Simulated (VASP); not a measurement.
Crystal: TaN.

```
Ta N
1.0
     0.00000    2.21132    2.21132
     2.21132    0.00000    2.21132
     2.21132    2.21132    0.00000
Ta N
1 1
Cartesian
  2.2113 2.2113 2.2113
  0.0000 0.0000 0.0000
```

The cell comes from a database or a generator and needn't be the stable form of this composition.

```yaml
Program: VASP 6.6.1
Task: relaxation of cell and atoms
Functional: PBEsol
Potentials_or_basis: VASP PAW PBE potentials, release 64 (Ta, N)
Cutoff: 580 eV
k_mesh: 16 × 16 × 16
Occupations: gaussian, width 0.1 eV
Spin: no spin polarisation
```

At the start: pressure -10.8 GPa; volume 10.81 Å³/atom.

Question: Where does the relaxation end?

Answer: Over 4 steps the energy falls by 11.5 meV/atom and the volume is 10.48 Å³/atom (-3.1 %); space group Fm-3m (No. 225, to 0.05 Å).

Step by step:
```tsv
step	energy change (eV)	largest force (eV/Å)	pressure (GPa)	volume (Å³)
1	0.0000	0.0000	-10.83	21.63
2	0.1296	0.0000	33.98	19.42
3	-0.0231	0.0000	-0.33	20.98
4	-0.0231	0.0000	-0.04	20.97
```

Final structure:
```
Ta N
1.0
     0.00000    2.18856    2.18856
     2.18856    0.00000    2.18856
     2.18856    2.18856    0.00000
Ta N
1 1
Direct
  0.50000 0.50000 0.50000
  0.00000 0.00000 0.00000
```

Caveat: the PAW data sets were made with another functional, which shifts forces and pressure a little.
